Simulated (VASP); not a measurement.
# ZrB2 with r2SCAN: from relaxation to properties, part 3 of 5

Wanted: the relaxed cell of ZrB2 and its properties. The start is a cell from a database of measured crystal structures.

VASP 6.6.1, plane waves and PAW; the level of theory is named at each step.

So far. Step 4 (Band structure (r2SCAN)): There is no gap at this level. Step 4 (Band structure (r2SCAN)): Of the bands kept, 2 cross the Fermi level on this path.

## (5) Total and projected DOS (r2SCAN)

Level of this step: r2SCAN; plane waves and PAW (Zr_sv, B) (VASP).

A density of states needs more k-points than a total energy, and tetrahedra (ISMEAR = -5) or a smearing that fits the mesh; LORBIT projects the states on the PAW spheres. The mesh is finer than in the run before.

File INCAR:

```
SYSTEM = ZrB2
PREC = Accurate
ENCUT = 420
EDIFF = 1E-06
NELM = 100
ISMEAR = -5
SIGMA = 0.05
LREAL = .FALSE.
ALGO = Normal
METAGGA = R2SCAN
LASPH = .TRUE.
NBANDS = 22
LORBIT = 11
LWAVE = .FALSE.
LCHARG = .FALSE.
KPAR = 2
NEDOS = 2001
```

File POSCAR:

```
ZrB2
1.0
    3.1690453248      0.0000000000      0.0000000000
   -1.5845226624      2.7444737571      0.0000000000
    0.0000000000      0.0000000000      3.5490419465
Zr B
1 2
Direct
    0.0000000000      0.0000000000      0.0000000000
    0.3333333333      0.6666666667      0.5000000000
    0.6666666667      0.3333333333      0.5000000000
```

File KPOINTS:

```
Automatic mesh
0
Gamma
10 10 8
0 0 0
```

Potentials, in the order of the species: Zr_sv and B (PBE family, release 64).

Launch:

```console
$ mpirun -np 2 vasp_std
```

The program printed:

```text
[... set-up lines as in an earlier step ...]
 entering main loop
       N       E                     dE             d eps       ncg     rms          rms(c)
DAV:   1     0.709098199830E+02    0.70910E+02   -0.82157E+03  3096   0.715E+02
DAV:   2    -0.454773830958E+02   -0.11639E+03   -0.11189E+03  3722   0.224E+02
DAV:   3    -0.494006473338E+02   -0.39233E+01   -0.38534E+01  4264   0.338E+01
DAV:   4    -0.494520977895E+02   -0.51450E-01   -0.51419E-01  3510   0.351E+00
DAV:   5    -0.494529022476E+02   -0.80446E-03   -0.80439E-03  3804   0.333E-01    0.232E+01
DAV:   6    -0.406854464906E+02    0.87675E+01   -0.45369E+00  4088   0.143E+01    0.711E+00
DAV:   7    -0.406144706503E+02    0.70976E-01   -0.49345E-01  3584   0.452E+00    0.192E+00
DAV:   8    -0.406246425275E+02   -0.10172E-01   -0.25745E-02  3472   0.113E+00    0.135E+00
DAV:   9    -0.406317467219E+02   -0.71042E-02   -0.95921E-03  3670   0.727E-01    0.142E-01
DAV:  10    -0.406318777719E+02   -0.13105E-03   -0.29024E-04  3530   0.106E-01    0.401E-02
DAV:  11    -0.406319434075E+02   -0.65636E-04   -0.96099E-05  3388   0.724E-02    0.254E-02
DAV:  12    -0.406319453157E+02   -0.19082E-05   -0.14861E-06  3550   0.876E-03    0.298E-03
DAV:  13    -0.406319444744E+02    0.84133E-06   -0.53113E-07  2176   0.506E-03
   1 F= -.40631944E+02 E0= -.40631944E+02  d E =0.000000E+00
 -----------------------------------------------------------------------------
|                                                                             |
|           W    W    AA    RRRRR   N    N  II  N    N   GGGG   !!!           |
|           W    W   A  A   R    R  NN   N  II  NN   N  G    G  !!!           |
|           W    W  A    A  R    R  N N  N  II  N N  N  G       !!!           |
|           W WW W  AAAAAA  RRRRR   N  N N  II  N  N N  G  GGG   !            |
|           WW  WW  A    A  R   R   N   NN  II  N   NN  G    G                |
|           W    W  A    A  R    R  N    N  II  N    N   GGGG   !!!           |
|                                                                             |
|     Tetrahedron method does not include variations of the Fermi             |
|     occupations, so forces and stress will be inaccurate. We suggest        |
|     using a different smearing scheme ISMEAR = 1 or 2 for metals in         |
|     relaxations.                                                            |
|                                                                             |
 -----------------------------------------------------------------------------
```

It took 42 s on 2 MPI ranks of Intel Xeon Platinum 8259CL at 2.50GHz (Skylake/Cascade Lake), shared host; peak memory 0.29 GiB; 80 s of CPU time.

Parts of OUTCAR (step 5):

```text
   k-points           NKPTS =     70   k-points in BZ     NKDIM =     70   number of bands    NBANDS=     22

   NELECT =      18.0000    total number of electrons

 E-fermi :  10.7566

 k-point     1 :       0.0000    0.0000    0.0000
  band No.  band energies     occupation
    ...
      5      -3.0268      2.00000
      6       7.8563      2.00000
      7       7.8563      2.00000
      8       7.9235      2.00000
      9       7.9488      2.00000
     10      14.2023      0.00000
     11      14.2023      0.00000
     12      14.9774      0.00000
     13      14.9774      0.00000
     14      15.5744      0.00000
    ...

  Total       -0.0663952     -0.0663952      0.1216070      0.0000000      0.0000000      0.0000000
  in kB       -3.4462655     -3.4462655      6.3120505      0.0000000      0.0000000      0.0000000
  external PRESSURE =      -0.1934935 kB  Pullay stress =       0.0000000 kB

 POSITION                                       TOTAL-FORCE (eV/Angst)
 -----------------------------------------------------------------------------------
      0.00000      0.00000      0.00000         0.000000      0.000000      0.000000
     -0.00000      1.82965      1.77452        -0.000000      0.000000      0.000000
      1.58452      0.91482      1.77452         0.000000     -0.000000      0.000000
 -----------------------------------------------------------------------------------
    total drift:                               -0.000000      0.000000      0.000000

  FREE ENERGIE OF THE ION-ELECTRON SYSTEM (eV)
  ---------------------------------------------------
  free  energy   TOTEN  =       -40.6319444744 eV

  energy  without entropy=      -40.6319444744  energy(sigma->0) =      -40.63194447

[... 6 parts as in an earlier step ...]

[... 10 further parts left out ...]
```

With tetrahedra the forces and stress of a metal are not exact derivatives of the energy.

Numbers from this step:

| Quantity | Value |
| --- | --- |
| SCF cycles | 13 |
| irreducible k-points | 70 |
| Fermi energy | 10.76 eV |
| pressure | -0.01935 GPa |
| DOS at the Fermi level, one point of the energy grid | 0.2015 states/eV/cell |

The density of states has structure finer than the step of the table below, so its rows give means over 1 eV, whole bins alone (the curve runs from -12.0 to 7.54 eV). Peaks (eV: height): total -3.7: 3.39, -2.8: 1.78, 4.6: 2.19, 6.3: 2.01; Zr d -3.7: 0.618, -2.6: 0.488, 4.6: 1.40, 6.2: 0.823; B p -4.9: 0.572, -3.7: 1.18, 6.3: 0.407; Zr p -11.8: 0.033, -3.7: 0.127, -2.7: 0.0819, 7.1: 0.03; B s -10.7: 0.399, -8.3: 0.205, 6.6: 0.172.

States under -12.0 eV and over 7.5 eV are left out. Table of density of states by energy, zero at the Fermi level; means over each step; values in states/eV/cell:

| energy (eV) | total | Zr d | B p | Zr p | B s | Zr s |
| --- | --- | --- | --- | --- | --- | --- |
| -11 | 0.782 | 0.0507 | 0.0564 | 0.0234 | 0.338 | 0.0126 |
| -10 | 0.492 | 0.0343 | 0.0517 | 0.0132 | 0.198 | 0.00648 |
| -9 | 0.314 | 0.0224 | 0.0584 | 0.00787 | 0.0980 | 0.00536 |
| -8 | 0.627 | 0.0501 | 0.141 | 0.0148 | 0.171 | 0.00753 |
| -7 | 0.495 | 0.0468 | 0.132 | 0.00867 | 0.0906 | 0.0162 |
| -6 | 0.735 | 0.0723 | 0.245 | 0.0154 | 0.0571 | 0.0343 |
| -5 | 1.16 | 0.148 | 0.458 | 0.0244 | 0.0439 | 0.0267 |
| -4 | 1.90 | 0.351 | 0.647 | 0.0610 | 0.0258 | 0.0279 |
| -3 | 1.45 | 0.345 | 0.437 | 0.0535 | 0.00818 | 0.00353 |
| -2 | 0.934 | 0.392 | 0.159 | 0.0102 | 0.00229 | 0.00358 |
| -1 | 0.361 | 0.175 | 0.0486 | 0.00191 | 4.1e-4 | 0.00111 |
| 0 | 0.222 | 0.112 | 0.0319 | 8.4e-4 | 5.4e-4 | 5.4e-4 |
| 1 | 0.855 | 0.418 | 0.134 | 0.00481 | 0.0100 | 0.00260 |
| 2 | 1.19 | 0.627 | 0.161 | 0.00685 | 0.0267 | 0.00606 |
| 3 | 1.32 | 0.805 | 0.137 | 0.00759 | 0.0305 | 0.00606 |
| 4 | 1.77 | 1.08 | 0.194 | 0.0131 | 0.0625 | 0.0120 |
| 5 | 1.63 | 1.03 | 0.154 | 0.0114 | 0.0852 | 0.0170 |
| 6 | 1.41 | 0.619 | 0.267 | 0.0121 | 0.105 | 0.0264 |
| 7 | 1.56 | 0.570 | 0.299 | 0.0271 | 0.153 | 0.0463 |

The finer mesh and the other smearing move the Fermi level by +0.39 eV from the 7×7×6 run, one measure of the sampling error in the zero of the bands above. Of the states within 0.3 eV of the Fermi level, the largest shares in the PAW spheres are Zr d 51 % and B p 14 %. The rest lies in smaller channels or between the spheres.

## (6) Zone-centre phonons (r2SCAN)

Zone-centre modes test whether the atoms sit at a minimum within this cell. IBRION = 6 takes the force constants from differences of forces between displaced cells, so the forces must be tight.

File INCAR:

```
SYSTEM = ZrB2
PREC = Accurate
ENCUT = 420
EDIFF = 1E-08
NELM = 100
ISMEAR = 1
SIGMA = 0.2
LREAL = .FALSE.
ALGO = Normal
METAGGA = R2SCAN
LASPH = .TRUE.
NBANDS = 15
LORBIT = 11
LWAVE = .FALSE.
LCHARG = .FALSE.
KPAR = 2
IBRION = 6
NFREE = 2
POTIM = 0.015
ISIF = 2
NSW = 1
```

POSCAR is that of step 5.

File KPOINTS:

```
Automatic mesh
0
Gamma
14 14 11
0 0 0
```

Launch:

```console
$ mpirun -np 2 vasp_std
```

The program printed:

```text
[... set-up lines as in an earlier step ...]
 entering main loop
       N       E                     dE             d eps       ncg     rms          rms(c)
DAV:   1     0.686689119932E+02    0.68669E+02   -0.88915E+03  4336   0.105E+03
DAV:   2    -0.454346953403E+02   -0.11410E+03   -0.10986E+03  5461   0.285E+02
DAV:   3    -0.493977691861E+02   -0.39631E+01   -0.39390E+01  6976   0.449E+01
DAV:   4    -0.494571836708E+02   -0.59414E-01   -0.59403E-01  4920   0.545E+00
DAV:   5    -0.494582383175E+02   -0.10546E-02   -0.10546E-02  6759   0.546E-01    0.232E+01
DAV:   6    -0.406827966626E+02    0.87754E+01   -0.67338E+00  5949   0.210E+01    0.730E+00
DAV:   7    -0.406158853209E+02    0.66911E-01   -0.73237E-01  5464   0.658E+00    0.185E+00
DAV:   8    -0.406299636604E+02   -0.14078E-01   -0.47680E-02  5282   0.180E+00    0.108E+00
DAV:   9    -0.406356476206E+02   -0.56840E-02   -0.75837E-03  6121   0.865E-01    0.997E-02
DAV:  10    -0.406360047895E+02   -0.35717E-03   -0.45041E-04  5448   0.182E-01    0.522E-02
DAV:  11    -0.406360515916E+02   -0.46802E-04   -0.63375E-05  5440   0.776E-02    0.123E-02
DAV:  12    -0.406360516869E+02   -0.95331E-07   -0.15461E-06  5279   0.114E-02    0.242E-03
DAV:  13    -0.406360515225E+02    0.16438E-06   -0.52588E-07  5210   0.637E-03    0.722E-04
DAV:  14    -0.406360517012E+02   -0.17867E-06   -0.55225E-08  5392   0.180E-03    0.439E-04
DAV:  15    -0.406360517148E+02   -0.13550E-07   -0.32708E-09  2720   0.498E-04    0.149E-04
DAV:  16    -0.406360517337E+02   -0.18954E-07   -0.86704E-10  2356   0.253E-04    0.185E-05
DAV:  17    -0.406360517313E+02    0.23654E-08   -0.84190E-11  2272   0.775E-05
   1 F= -.40636052E+02 E0= -.40635867E+02  d E =-.553603E-03
 Found     4 degrees of freedom:
 Finite differences POTIM= 0.01500 DOF=   4
 bond charge predicted
       N       E                     dE             d eps       ncg     rms          rms(c)
DAV:   1    -0.406255340775E+02    0.10518E-01   -0.59796E-01 10267   0.921E+00    0.738E-02
DAV:   2    -0.406343880449E+02   -0.88540E-02   -0.24407E-02 12969   0.144E+00    0.459E-02
DAV:   3    -0.406345210423E+02   -0.13300E-03   -0.22819E-04 12474   0.130E-01    0.312E-02
DAV:   4    -0.406345569987E+02   -0.35956E-04   -0.33300E-05 13298   0.558E-02    0.542E-03
DAV:   5    -0.406345586821E+02   -0.16833E-05   -0.28816E-06 13480   0.138E-02    0.133E-03
DAV:   6    -0.406345587642E+02   -0.82126E-07   -0.12338E-07 13455   0.343E-03    0.435E-04
DAV:   7    -0.406345587757E+02   -0.11438E-07   -0.12799E-08  8867   0.110E-03    0.186E-04
DAV:   8    -0.406345587785E+02   -0.28365E-08   -0.15186E-09  6299   0.434E-04
   2 F= -.40634559E+02 E0= -.40634375E+02  d E =-.551938E-03
[...]
3 F= -.40634559E+02 E0= -.40634375E+02  d E =-.551937E-03
[...]
4 F= -.40634442E+02 E0= -.40634256E+02  d E =-.557426E-03
[...]
5 F= -.40634442E+02 E0= -.40634256E+02  d E =-.557429E-03
[...]
6 F= -.40634329E+02 E0= -.40634153E+02  d E =-.529848E-03
[...]
7 F= -.40634329E+02 E0= -.40634153E+02  d E =-.529854E-03
[...]
8 F= -.40634936E+02 E0= -.40634751E+02  d E =-.554700E-03
 Finite differences progress:
  Degree of freedom:   4/  4
  Displacement:        1/  2
  Total:               7/  8
 bond charge predicted
       N       E                     dE             d eps       ncg     rms          rms(c)
DAV:   1    -0.406358200906E+02   -0.88434E-03   -0.61758E-01  6727   0.446E+00    0.160E-01
DAV:   2    -0.406351465517E+02    0.67354E-03   -0.51989E-03  8863   0.536E-01    0.807E-02
DAV:   3    -0.406349212216E+02    0.22533E-03   -0.74575E-04  8533   0.184E-01    0.190E-02
DAV:   4    -0.406349324812E+02   -0.11260E-04   -0.78620E-05  8358   0.704E-02    0.825E-03
DAV:   5    -0.406349352173E+02   -0.27362E-05   -0.30083E-06  8841   0.156E-02    0.372E-03
DAV:   6    -0.406349357444E+02   -0.52708E-06   -0.74656E-07  8015   0.733E-03    0.531E-04
DAV:   7    -0.406349357559E+02   -0.11482E-07   -0.21309E-08  8560   0.130E-03    0.340E-04
DAV:   8    -0.406349357562E+02   -0.28786E-09   -0.47973E-09  4347   0.700E-04
   9 F= -.40634936E+02 E0= -.40634751E+02  d E =-.554700E-03
 Finite differences progress:
  Degree of freedom:   4/  4
  Displacement:        2/  2
  Total:               8/  8
```

Run time: 12 min. Hardware: 2 MPI ranks; peak memory 0.83 GiB.

Parts of OUTCAR (step 6):

```text
   k-points           NKPTS =    144   k-points in BZ     NKDIM =    144   number of bands    NBANDS=     15

   NELECT =      18.0000    total number of electrons

 E-fermi :  10.6220

 k-point     1 :       0.0000    0.0000    0.0000
  band No.  band energies     occupation
    ...
      5      -3.0249      2.00000
      6       7.8574      2.00000
      7       7.8574      2.00000
      8       7.8907      2.00000
      9       7.9821      2.00000
     10      14.1962     -0.00000
     11      14.1962     -0.00000
     12      14.9781      0.00000
     13      14.9781      0.00000
     14      15.5756      0.00000
    ...

  Total       -0.0255796     -0.0255796      0.0353016      0.0000000      0.0000000      0.0000000
  in kB       -1.3277150     -1.3277150      1.8323399      0.0000000      0.0000000      0.0000000
  external PRESSURE =      -0.2743634 kB  Pullay stress =       0.0000000 kB

 POSITION                                       TOTAL-FORCE (eV/Angst)
 -----------------------------------------------------------------------------------
      0.00000      0.00000      0.00000         0.000000     -0.000000     -0.107326
     -0.00000      1.82965      1.75952        -0.000000      0.000000      0.148721
      1.58452      0.91482      1.77452        -0.000000     -0.000000     -0.041395
 -----------------------------------------------------------------------------------
    total drift:                                0.000000      0.000000      0.000144

  FREE ENERGIE OF THE ION-ELECTRON SYSTEM (eV)
  ---------------------------------------------------
  free  energy   TOTEN  =       -40.6349357562 eV

  energy  without entropy=      -40.6343810560  energy(sigma->0) =      -40.63475086

 Eigenvectors and eigenvalues of the dynamical matrix
 ----------------------------------------------------

   1 f  =   23.287068 THz   146.316962 2PiTHz  776.772967 cm-1    96.307530 meV
             X         Y         Z           dx          dy          dz
      0.000000  0.000000  0.000000    -0.000000    0.000000   -0.000000
     -0.000000  1.829649  1.774521    -0.000001   -0.707107   -0.000000
      1.584523  0.914825  1.774521     0.000001    0.707107   -0.000000

   2 f  =   23.287068 THz   146.316962 2PiTHz  776.772967 cm-1    96.307530 meV
             X         Y         Z           dx          dy          dz
      0.000000  0.000000  0.000000    -0.000000    0.000000    0.000000
     -0.000000  1.829649  1.774521     0.707107   -0.000001   -0.000000
      1.584523  0.914825  1.774521    -0.707107    0.000001    0.000000

   3 f  =   16.926419 THz   106.351830 2PiTHz  564.604578 cm-1    70.002014 meV
             X         Y         Z           dx          dy          dz
      0.000000  0.000000  0.000000     0.000000   -0.000000   -0.000000
     -0.000000  1.829649  1.774521    -0.000000    0.000000   -0.707107
      1.584523  0.914825  1.774521    -0.000000    0.000000    0.707107

   4 f  =   14.145541 THz    88.879056 2PiTHz  471.844461 cm-1    58.501231 meV
             X         Y         Z           dx          dy          dz
      0.000000  0.000000  0.000000     0.000000   -0.000000    0.437846
     -0.000000  1.829649  1.774521    -0.000000    0.000000   -0.635724
      1.584523  0.914825  1.774521    -0.000000    0.000000   -0.635724

   5 f  =   13.615817 THz    85.550699 2PiTHz  454.174758 cm-1    56.310468 meV
             X         Y         Z           dx          dy          dz
      0.000000  0.000000  0.000000    -0.000002   -0.437902   -0.000000
     -0.000000  1.829649  1.774521     0.000004    0.635705    0.000000
      1.584523  0.914825  1.774521     0.000004    0.635705    0.000000

   6 f  =   13.615817 THz    85.550699 2PiTHz  454.174758 cm-1    56.310468 meV
             X         Y         Z           dx          dy          dz
      0.000000  0.000000  0.000000    -0.437902    0.000002    0.000000
     -0.000000  1.829649  1.774521     0.635705   -0.000004   -0.000000
      1.584523  0.914825  1.774521     0.635705   -0.000004   -0.000000

   7 f/i=    0.001850 THz     0.011621 2PiTHz    0.061693 cm-1     0.007649 meV
             X         Y         Z           dx          dy          dz
      0.000000  0.000000  0.000000    -0.000000   -0.000000    0.899050
     -0.000000  1.829649  1.774521    -0.000000   -0.000000    0.309604
      1.584523  0.914825  1.774521    -0.000000   -0.000000    0.309604

   8 f/i=    0.002625 THz     0.016494 2PiTHz    0.087562 cm-1     0.010856 meV
             X         Y         Z           dx          dy          dz
      0.000000  0.000000  0.000000    -0.376962   -0.816175   -0.000000
     -0.000000  1.829649  1.774521    -0.129834   -0.281109   -0.000000
      1.584523  0.914825  1.774521    -0.129834   -0.281109   -0.000000

   9 f/i=    0.002625 THz     0.016494 2PiTHz    0.087562 cm-1     0.010856 meV
             X         Y         Z           dx          dy          dz
      0.000000  0.000000  0.000000    -0.816175    0.376962   -0.000000
     -0.000000  1.829649  1.774521    -0.281109    0.129834   -0.000000
      1.584523  0.914825  1.774521    -0.281109    0.129834   -0.000000

 ELASTIC MODULI CONTR FROM IONIC RELAXATION (kBar)
 Direction    XX          YY          ZZ          XY          YZ          ZX
 --------------------------------------------------------------------------------
 XX         -24.9047     24.9047      0.0000      0.0000      0.0000      0.0000
 YY          24.9047    -24.9047      0.0000     -0.0000     -0.0000      0.0000
 ZZ           0.0000      0.0000      0.0000      0.0000      0.0000      0.0000
 XY           0.0000     -0.0000      0.0000    -24.9047     -0.0000      0.0000
 YZ           0.0000     -0.0000      0.0000     -0.0000     -0.0000      0.0000
 ZX           0.0000      0.0000      0.0000      0.0000      0.0000      0.0000
 --------------------------------------------------------------------------------

[... 6 parts as in an earlier step ...]

[... 10 further parts left out ...]
```

CONTCAR:

```
ZrB2
   1.00000000000000
     3.1690453247999999    0.0000000000000000    0.0000000000000000
    -1.5845226623999999    2.7444737571000002    0.0000000000000000
     0.0000000000000000    0.0000000000000000    3.5490419465000000
  Zr              B
     1     2
Direct
     0.0000000000000000    0.0000000000000000    0.0000000000000000
     0.3333333332999971    0.6666666667000031    0.4957735072658715
     0.6666666667000030    0.3333333332999970    0.5000000000000000
```

The last energy, forces, stress and levels in OUTCAR belong to the last displaced cell, not to the cell of POSCAR.

This step gave:

```
bands                     : 15
irreducible k-points      : 144
pressure of the cell      : -0.03972 GPa
largest force of the cell : 0 eV/Å
```

The modes at Γ (shares of kinetic energy by element, %):

| mode | frequency (cm⁻¹) | symmetry | Zr % | B % |
| --- | --- | --- | --- | --- |
| 1 | -0.1 | acoustic | 81 | 19 |
| 2 | -0.1 | acoustic | 81 | 19 |
| 3 | -0.1 | acoustic | 81 | 19 |
| 4 | 454.2 | E1u | 19 | 81 |
| 5 | 454.2 | E1u | 19 | 81 |
| 6 | 471.8 | A2u | 19 | 81 |
| 7 | 564.6 | Bg | 0 | 100 |
| 8 | 776.8 | E2g | 0 | 100 |
| 9 | 776.8 | E2g | 0 | 100 |

Displacements in mode 5 (454.2 cm⁻¹), the largest set to 1:
```
Zr1  0.00 -0.24  0.00
B2   0.00  1.00  0.00
B3   0.00  1.00  0.00
```

Displacements in mode 7 (564.6 cm⁻¹), the largest set to 1:
```
Zr1  0.00  0.00  0.00
B2   0.00  0.00 -1.00
B3   0.00  0.00  1.00
```

The three acoustic modes lie within 0.1 cm⁻¹ of zero, and all others are real. By the characters of their eigenvectors the optical modes sort into (cm⁻¹) Raman active: E2g 777; infrared active: E1u 454, A2u 472; silent: Bg 565. B labels carry no number here, since it depends on the setting of the axes. With a centre of inversion no mode is active in both.

(Continued in part 4 of 5.)

[Lines on the potential files, build, host, timing and source positions are cut from VASP's logs without a mark.]

[Logs are printed without paths, hosts, clocks, repeated set-up lines and the standing remarks that a program may print on its own settings, such as how far it seeks lower states.]

[Hosts, paths, dates, database ids (printed as entryN), source tags and the programs' standing remarks are cut or masked in the printed files.]

[A measured line is paired with the nearest computed mode of its activity, which favours agreement.]

[In band tables of VASP the shares of atoms and orbitals are scaled to a sum of 1 inside the atoms' spheres.]
